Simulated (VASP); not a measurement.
Sn:

```
Sn
1.0
     0.00000    3.23334    3.23334
     3.23334    0.00000    3.23334
     3.23334    3.23334    0.00000
Sn
2
Direct
  0.00000 0.00000 0.00000
  0.25000 0.25000 0.25000
```

This isn't the form of Sn at room conditions, which is tetragonal (white tin).

* Program: VASP 6.6.1
* Task: relaxation of cell and atoms
* Functional: PBE
* Potentials or basis: VASP PAW PBE potentials, release 64 (Sn_d)
* Cutoff: 600 eV
* k mesh: 8 × 8 × 8
* Occupations: gaussian, width 0.02 eV
* Spin: no spin polarisation

At the start: pressure 3.8 GPa; volume 33.80 Å³/atom.

Question: How do energy, volume and symmetry change on relaxing?

Answer: Over 3 steps the energy falls by 32.2 meV/atom and the volume is 36.78 Å³/atom (+8.8 %); space group Fd-3m (No. 227, to 0.05 Å).

The path:
```csv
step,energy change (eV),largest force (eV/Å),pressure (GPa),volume (Å³)
1,0.0000,0.0000,3.78,67.61
2,-0.0580,0.0000,-0.95,75.70
3,-0.0645,0.0000,0.01,73.55
```

Final structure:
```cif
data_structure
_symmetry_space_group_name_H-M 'P 1'
_symmetry_Int_Tables_number 1
_cell_length_a 4.7029
_cell_length_b 4.7029
_cell_length_c 4.7029
_cell_angle_alpha 60.000
_cell_angle_beta 60.000
_cell_angle_gamma 60.000
_cell_volume 73.55
loop_
_atom_site_label
_atom_site_type_symbol
_atom_site_fract_x
_atom_site_fract_y
_atom_site_fract_z
_atom_site_occupancy
Sn1 Sn 0.00000 0.00000 0.00000 1
Sn2 Sn 0.25000 0.25000 0.25000 1
```
